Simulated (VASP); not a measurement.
The system is Hf.

```
CELL_PARAMETERS angstrom
3.19238 0.00000 0.00000
-1.59619 2.76469 0.00000
0.00000 0.00000 5.04504
ATOMIC_POSITIONS crystal
Hf 0.33333 0.66667 0.25000
Hf 0.66667 0.33333 0.75000
```

| Quantity | Value |
| --- | --- |
| Program | VASP 6.6.1 |
| Task | relaxation of cell and atoms |
| Functional | RPBE |
| Potentials or basis | VASP PAW PBE potentials, release 64 (Hf_pv) |
| Cutoff | 600 eV |
| k mesh | 15 × 15 × 8 |
| Occupations | gaussian, width 0.1 eV |
| Spin | no spin polarisation |

At the start: pressure 3.7 GPa; volume 22.26 Å³/atom.

Problem. Where does the relaxation end?

Solution. Over 8 steps the energy falls by 8.8 meV/atom and the volume is 23.03 Å³/atom (+3.5 %); space group P6_3/mmc (No. 194, to 0.05 Å).

The path:
```csv
step,energy change (eV),largest force (eV/Å),pressure (GPa),volume (Å³)
1,0.0000,0.0000,3.74,44.53
2,0.0061,0.0000,-3.88,47.96
3,-0.0176,0.0000,-0.02,46.08
4,-0.0176,0.0000,0.05,46.05
5,-0.0176,0.0000,0.05,46.05
6,-0.0176,0.0000,0.05,46.05
7,-0.0176,0.0000,0.04,46.06
8,-0.0176,0.0000,0.01,46.07
```

Final structure:
```
CELL_PARAMETERS angstrom
3.22883 0.00000 0.00000
-1.61442 2.79625 0.00000
0.00000 0.00000 5.10222
ATOMIC_POSITIONS crystal
Hf 0.33333 0.66667 0.25000
Hf 0.66667 0.33333 0.75000
```

Caveat: the PAW data sets were made with another functional, which shifts forces and pressure a little.
